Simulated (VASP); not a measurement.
Calculation: PBEsol GGA, VASP's PBE PAW potentials (set 64) (plane waves; VASP).

A VASP calculation is set up with these files.

### POSCAR
```
K
1
   -2.6061491398     2.6061491398     2.6061491398
    2.6061491398    -2.6061491398     2.6061491398
    2.6061491398     2.6061491398    -2.6061491398
K
1
Direct
  0.0000000000   0.0000000000   0.0000000000
```

KPOINTS:
```
Automatic mesh
0
Gamma
10 10 10
0 0 0
```

INCAR:
```
ALGO = Normal   # blocked Davidson
LWAVE = .FALSE.
ISMEAR = 1
LREAL = .FALSE.   # projection in real space or not
ISIF = 2   # forces and stress, cell fixed
GGA = PS
LCHARG = .FALSE.
PREC = Accurate
EDIFF = 1E-7   # SCF stop (eV)
SYSTEM = K
ENCUT = 480   # plane-wave cut-off (eV)
LASPH = .TRUE.
SIGMA = 0.1
NELM = 100
```

POTCAR, in this order: K_sv (PBE.64 set). Program: vasp_std.

Output of the run:

### OSZICAR
```
       N       E                     dE             d eps       ncg     rms          rms(c)
DAV:   1     0.442108215643E+02    0.44211E+02   -0.35869E+03   752   0.818E+02
DAV:   2     0.230128376318E+00   -0.43981E+02   -0.43805E+02   760   0.206E+02
DAV:   3    -0.109203361113E+01   -0.13222E+01   -0.13198E+01  1200   0.334E+01
DAV:   4    -0.113219524661E+01   -0.40162E-01   -0.40117E-01  1168   0.398E+00
DAV:   5    -0.113254845911E+01   -0.35321E-03   -0.35321E-03  1272   0.257E-01    0.205E+00
DAV:   6    -0.113054803402E+01    0.20004E-02   -0.37297E-03  1256   0.503E-01    0.133E+00
DAV:   7    -0.113007857446E+01    0.46946E-03   -0.64978E-03  1104   0.610E-01    0.902E-02
DAV:   8    -0.113008132228E+01   -0.27478E-05   -0.43397E-04  1168   0.271E-01    0.282E-02
DAV:   9    -0.113009751507E+01   -0.16193E-04   -0.19796E-05  1176   0.486E-02    0.192E-02
DAV:  10    -0.113009583063E+01    0.16844E-05   -0.67493E-06  1208   0.237E-02    0.305E-03
DAV:  11    -0.113009556791E+01    0.26272E-06   -0.14692E-07  1048   0.382E-03    0.540E-04
DAV:  12    -0.113009550288E+01    0.65030E-07   -0.62019E-09   776   0.658E-04
   1 F= -.11300955E+01 E0= -.11297447E+01  d E =-.105252E-02
```

OUTCAR:
```
------------------------ aborting loop because EDIFF is reached ----------------------------------------
  FORCE on cell =-STRESS in cart. coord.  units (eV):
  Direction    XX          YY          ZZ          XY          YZ          ZX
  --------------------------------------------------------------------------------------
  Total       -0.0000718     -0.0000718     -0.0000718     -0.0000000     -0.0000000      0.0000000
  in kB       -0.0016247     -0.0016247     -0.0016247     -0.0000000     -0.0000000      0.0000000
  external PRESSURE =      -0.0016247 kB  Pullay stress =       0.0000000 kB
  volume of cell :       70.80
      direct lattice vectors                 reciprocal lattice vectors
    -2.606149140  2.606149140  2.606149140     0.000000000  0.191853947  0.191853947
     2.606149140 -2.606149140  2.606149140     0.191853947  0.000000000  0.191853947
     2.606149140  2.606149140 -2.606149140     0.191853947  0.191853947  0.000000000
 POSITION                                       TOTAL-FORCE (eV/Angst)
 -----------------------------------------------------------------------------------
      0.00000      0.00000      0.00000        -0.000000     -0.000000      0.000000
 -----------------------------------------------------------------------------------
    total drift:                                0.000000      0.000000      0.000000
  FREE ENERGIE OF THE ION-ELECTRON SYSTEM (eV)
  ---------------------------------------------------
  free  energy   TOTEN  =        -1.1300955029 eV

  energy  without entropy=       -1.1290429845  energy(sigma->0) =       -1.12974466
```
(Selected blocks of OUTCAR.)

The compound is K in the bcc structure. It was relaxed first.
